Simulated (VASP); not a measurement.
Ca4F:

```xyz
5
Lattice="4.7951 0.0000 0.0000 0.0000 4.7951 0.0000 0.0000 0.0000 4.7951" Properties=species:S:1:pos:R:3 pbc="T T T"
Ca    0.0000    0.0000    0.0000
Ca    2.3975    2.3975    0.0000
Ca    2.3975    0.0000    2.3975
Ca    0.0000    2.3975    2.3975
F     2.3975    2.3975    2.3975
```

The cell was built by a generator and needn't be a form met in nature.

The cell isn't the ideal one: species swapped into the Mn4N type (Pm-3m, No. 221).

- Program: VASP 6.6.1
- Task: relaxation of cell and atoms
- Functional: PBE
- Potentials or basis: VASP PAW PBE potentials, release 64 (Ca_sv, F)
- Cutoff: 600 eV
- k mesh: 4 × 4 × 4
- Occupations: gaussian, width 0.1 eV
- Spin: no spin polarisation

At the start: pressure 15.5 GPa; volume 22.05 Å³/atom.

Question: Where does the relaxation end?

Answer: Over 4 steps the energy falls by 372.3 meV/atom and the volume is 31.80 Å³/atom (+44.2 %); space group Pm-3m (No. 221, to 0.05 Å).

The path:
```tsv
step	energy change (eV)	largest force (eV/Å)	pressure (GPa)	volume (Å³)
1	0.0000	0.0000	15.47	110.25
2	-1.7948	0.0000	2.04	147.82
3	-1.8513	0.0000	-0.71	163.40
4	-1.8616	0.0000	-0.03	158.99
```

Final structure:
```cif
data_structure
_symmetry_space_group_name_H-M 'P 1'
_symmetry_Int_Tables_number 1
_cell_length_a 5.4174
_cell_length_b 5.4174
_cell_length_c 5.4174
_cell_angle_alpha 90.000
_cell_angle_beta 90.000
_cell_angle_gamma 90.000
_cell_volume 158.99
loop_
_atom_site_label
_atom_site_type_symbol
_atom_site_fract_x
_atom_site_fract_y
_atom_site_fract_z
_atom_site_occupancy
Ca1 Ca 0.00000 0.00000 0.00000 1
Ca2 Ca 0.50000 0.50000 0.00000 1
Ca3 Ca 0.50000 0.00000 0.50000 1
Ca4 Ca 0.00000 0.50000 0.50000 1
F1 F 0.50000 0.50000 0.50000 1
```

Caveat: the volume moved by over 15 % at a fixed basis, so the end points are rough; an odd number of electrons without spin polarisation forces a metal; a magnetic or distorted state may lie lower.
